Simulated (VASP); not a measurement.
Runs of VASP 6.6.1 on BeOsF. The structure is hexagonal, space group P-6m2 (No. 187). The conventional cell has a = 3.476 Å, b = 3.476 Å, c = 3.484 Å, α = 90.00°, β = 90.00°, γ = 120.00°. Be (site symmetry -6m2) is surrounded by 3 Os at 2.01 Å. Os (site symmetry -6m2) has 3 Be at 2.01 Å as nearest neighbours. F (site symmetry -6m2) has 6 Be at 2.66 Å and 6 Os at 2.66 Å as nearest neighbours. The cell was built by a generator and needn't be a form met in nature.

```csv
task,level,potentials or basis,cell,cutoff (eV),smearing,other keys,gap on the mesh (eV),pressure (GPa),relaxed volume (Å³/atom)
single point,PBE,"VASP PAW PBE potentials, release 64 (Be, Os, F)",as given,520,fermi-dirac 0.05 eV,-,none,20.7,-
relaxation of cell and atoms,RPBE,"VASP PAW PBE potentials, release 64 (Be, Os, F)",relaxed,600,gaussian 0.05 eV,-,none,0.0,(a)
relaxation of cell and atoms,PBE,"VASP PAW PBE potentials, release 64 (Be, Os, F)",relaxed,600,gaussian 0.05 eV,-,none,0.0,11.74
optical spectrum,LMBJ,"VASP PAW PBE potentials, release 54 (Be, Os, F)",as given,520,methfessel-paxton 0.01 eV,ISMEAR = 1; SIGMA = 0.01,none,-,-
```

Alike in all rows: no spin polarisation; k mesh 9 × 9 × 8.

Task: Fill in the values left out.

Result: (a) 12.00.

Caveats: an odd number of electrons without spin polarisation forces a metal; a magnetic or distorted state may lie lower; the PAW data sets were made with another functional, which shifts forces and pressure a little (some runs); so large a pressure means that the cell lies far from this level's equilibrium, or that cutoff or potentials fall short (some runs); spectra need much finer meshes, so this one isn't converged (some runs); independent-particle spectra lack excitons (some runs); the intraband (Drude) part of a metal's response may be missing (some runs).

A k mesh can miss the band edges, and the runs leave out spin-orbit coupling on Os.

A gap of «none» marks a metal or a gap under the smearing width.
